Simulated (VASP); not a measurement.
Consider the following.

```yaml
crystal:
  lattice:
    - [0.00000, 2.67905, 2.72461]
    - [2.73721, 0.00000, 2.72461]
    - [2.73721, 2.67905, 0.00000]
  atoms:
    - { symbol: Ca, position: [0.00000, 0.00000, 0.00000] }
    - { symbol: F, position: [0.25000, 0.25000, 0.25000] }
    - { symbol: F, position: [0.73699, 0.76301, 0.76301] }
```

The numbers are results of PBE GGA, VASP's PBE PAW potentials (set 64) (plane waves; VASP), not measurements. Numerical set-up: EDIFF = 1E-2, 520 eV cut-off, 6×6×6 Γ-centred mesh, Gaussian smearing of 0.050 eV, potentials Ca_sv F.

**Question.** What does the run give for the energy per atom (σ→0), pressure, largest force?

**Answer.** 
```
Quantity                       Result
---------------------  --------------
energy per atom (σ→0)  -5765 meV/atom
pressure                     3.81 GPa
largest force              0.355 eV/Å
```

Only differences to runs with the same potentials and settings are physical.

The compound is CaF2 in the fluorite structure. The cell was not relaxed at this level, atoms are displaced from their ideal sites. The run is one of a series of settings (EDIFF = 1E-2 against the base run), some of them coarse on purpose.
